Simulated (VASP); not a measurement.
Method: r2SCAN+rVV10, VASP's PBE PAW potentials (set 64) (plane waves; VASP).

Input for VASP

### POSCAR
```
BAs
1
    0.0000000000     2.3658569352     2.3658569352
    2.3658569352     0.0000000000     2.3658569352
    2.3658569352     2.3658569352     0.0000000000
B As
1 1
Direct
  0.0000000000   0.0000000000   0.0000000000
  0.2500000000   0.2500000000   0.2500000000
```

INCAR:
```
# general
SYSTEM   = BAs
PREC     = Accurate
ENCUT    = 520
LREAL    = .False.   # projection in real space or not
LASPH    = .True.   # aspherical one-centre terms

# electronic loop
EDIFF    = 1E-7
NELM     = 100   # most electronic steps
ALGO     = Normal
LMAXMIX  = 4   # l cut-off of mixed one-centre charges
LMIXTAU  = .True.

# smearing
ISMEAR   = 0   # Gaussian
SIGMA    = 0.05   # width (eV)

# functional
METAGGA  = R2SCAN
LUSE_VDW = .True.
BPARAM   = 11.95
CPARAM   = 0.0093

# ions
ISIF     = 2   # forces and stress, cell fixed

# output
LWAVE    = .False.
LCHARG   = .False.
```

KPOINTS:
```
Automatic mesh
0
Gamma
10 10 10
0 0 0
```

POTCAR, in this order: B As (PBE.64 set). Program: vasp_std.

What VASP printed:

**OSZICAR**
```
       N       E                     dE             d eps       ncg     rms          rms(c)
DAV:   1     0.169807121078E+01    0.16981E+01   -0.41127E+03   752   0.913E+02
DAV:   2    -0.234519568985E+02   -0.25150E+02   -0.24632E+02  1192   0.112E+02
DAV:   3    -0.237596131000E+02   -0.30766E+00   -0.30766E+00   848   0.164E+01
DAV:   4    -0.237600071021E+02   -0.39400E-03   -0.39400E-03  1112   0.660E-01
DAV:   5    -0.237600071879E+02   -0.85866E-07   -0.85866E-07   840   0.780E-03    0.521E+00
DAV:   6    -0.220879235396E+02    0.16721E+01   -0.11264E+00   928   0.763E+00    0.301E+00
DAV:   7    -0.219042686132E+02    0.18365E+00   -0.50538E-01   816   0.451E+00    0.832E-01
DAV:   8    -0.219378808548E+02   -0.33612E-01   -0.22119E-01   752   0.435E+00    0.403E-01
DAV:   9    -0.220837432690E+02   -0.14586E+00   -0.19968E-02   808   0.130E+00    0.211E-01
DAV:  10    -0.220853876820E+02   -0.16444E-02   -0.17955E-04  1112   0.133E-01    0.210E-01
DAV:  11    -0.220866499908E+02   -0.12623E-02   -0.38563E-05   872   0.700E-02    0.203E-01
DAV:  12    -0.221262754816E+02   -0.39625E-01   -0.14087E-02   920   0.124E+00    0.286E-01
DAV:  13    -0.221272468911E+02   -0.97141E-03   -0.79415E-04   792   0.375E-01    0.276E-01
DAV:  14    -0.221273457449E+02   -0.98854E-04   -0.12688E-04   856   0.120E-01    0.173E-01
DAV:  15    -0.221274497581E+02   -0.10401E-03   -0.11199E-04   928   0.984E-02    0.603E-02
DAV:  16    -0.221274756109E+02   -0.25853E-04   -0.18883E-05  1120   0.471E-02    0.108E-02
DAV:  17    -0.221275019791E+02   -0.26368E-04   -0.76490E-06   752   0.390E-02    0.205E-02
DAV:  18    -0.221275112008E+02   -0.92217E-05   -0.28215E-06  1104   0.173E-02    0.151E-02
DAV:  19    -0.221275100606E+02    0.11402E-05   -0.18608E-06   952   0.111E-02    0.609E-03
DAV:  20    -0.221275106592E+02   -0.59863E-06   -0.13054E-07   784   0.435E-03    0.196E-03
DAV:  21    -0.221275106234E+02    0.35887E-07   -0.16505E-08   376   0.140E-03
   1 F= -.22127511E+02 E0= -.22127511E+02  d E =-.105821E-12
```

OUTCAR:
```
------------------------ aborting loop because EDIFF is reached ----------------------------------------
  FORCE on cell =-STRESS in cart. coord.  units (eV):
  Direction    XX          YY          ZZ          XY          YZ          ZX
  --------------------------------------------------------------------------------------
  Total        0.7681515      0.7681515      0.7681515      0.0000000      0.0000000     -0.0000000
  in kB       46.4688634     46.4688634     46.4688634      0.0000000      0.0000000     -0.0000000
  external PRESSURE =      46.4688634 kB  Pullay stress =       0.0000000 kB
  volume of cell :       26.48
      direct lattice vectors                 reciprocal lattice vectors
     0.000000000  2.365856935  2.365856935    -0.211339913  0.211339913  0.211339913
     2.365856935  0.000000000  2.365856935     0.211339913 -0.211339913  0.211339913
     2.365856935  2.365856935  0.000000000     0.211339913  0.211339913 -0.211339913
  FREE ENERGIE OF THE ION-ELECTRON SYSTEM (eV)
  ---------------------------------------------------
  free  energy   TOTEN  =       -22.1275106234 eV

  energy  without entropy=      -22.1275106234  energy(sigma->0) =      -22.12751062
```
(Selected blocks of OUTCAR.)

### OUTCAR
```
 val. band max:        6.3488076715   @ k =   0.0000   0.0000   0.0000

 cond. band min:       7.6525169904   @ k =   0.4000   0.4000   0.0000


 Fermi energy:         6.5751910371

 k-point     1 :       0.0000    0.0000    0.0000
  band No.  band energies     occupation
      1     -10.0957      2.00000
      2       6.3488      2.00000
      3       6.3488      2.00000
      4       6.3488      2.00000
      5       9.8193      0.00000
      6       9.8193      0.00000
      7       9.8193      0.00000
      8      11.8818      0.00000

 k-point     2 :       0.1000    0.0000    0.0000
  band No.  band energies     occupation
      1      -9.9185      2.00000
      2       4.8557      2.00000
      3       6.0154      2.00000
      4       6.0154      2.00000
      5      10.1070      0.00000
      6      10.2576      0.00000
      7      10.2576      0.00000
      8      12.6997      0.00000

 k-point     3 :       0.2000    0.0000    0.0000
  band No.  band energies     occupation
      1      -9.3951      2.00000
      2       2.3171      2.00000
      3       5.3856      2.00000
      4       5.3856      2.00000
      5       9.9799      0.00000
      6      11.0391      0.00000
      7      11.0391      0.00000
      8      14.3518      0.00000

 k-point     4 :       0.3000    0.0000    0.0000
  band No.  band energies     occupation
      1      -8.5620      2.00000
      2      -0.1503      2.00000
      3       4.8317      2.00000
      4       4.8317      2.00000
      5       9.7252      0.00000
      6      11.4593      0.00000
      7      11.4593      0.00000
      8      15.6259      0.00000

 k-point     5 :       0.4000    0.0000    0.0000
  band No.  band energies     occupation
      1      -7.5553      2.00000
      2      -2.1837      2.00000
      3       4.4770      2.00000
      4       4.4770      2.00000
      5       9.5456      0.00000
      6      11.4671      0.00000
      7      11.4671      0.00000
...
```

The compound is BAs in the zinc blende structure. This cell is one point of a volume scan, at 0.97 of the reference volume.
